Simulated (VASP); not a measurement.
Data:

```xyz
2
Lattice="3.0692 0.0000 0.0000 0.0000 3.0692 0.0000 0.0000 0.0000 3.0692" Properties=species:S:1:pos:R:3 pbc="T T T"
Zn     1.5346     1.5346     1.5346
Cu     0.0000     0.0000     0.0000
```

Method: vdW-DF2, VASP's PBE PAW potentials (set 64) (plane waves; VASP 6.6.1). Settings: 520 eV cut-off, Gaussian smearing of 0.050 eV, potentials Zn Cu.

Question: Give the energies of bands 6 to 14 at the high-symmetry points, in eV from the Fermi level.

Answer: 
| band | Γ | X | M | R |
|---|---|---|---|---|
| 6 | -7.24 | -5.40 | -4.40 | -3.84 |
| 7 | -3.34 | -5.00 | -3.19 | -3.84 |
| 8 | -3.34 | -3.38 | -2.78 | -3.84 |
| 9 | -2.64 | -3.06 | -2.78 | -2.43 |
| 10 | -2.64 | -3.06 | -2.44 | -2.43 |
| 11 | -2.64 | -2.69 | -1.34 | 2.52 |
| 12 | 5.79 | -2.02 | -1.34 | 4.24 |
| 13 | 5.79 | 10.57 | 1.03 | 4.24 |
| 14 | 5.79 | 10.57 | 1.54 | 4.24 |

It has no gap at this level: it comes out as a metal or semimetal.

The compound is CuZn in the CsCl type structure. It was relaxed first, which changed the volume by +13 %. The electron count is odd and the run is not spin-polarised, which forces a metal.
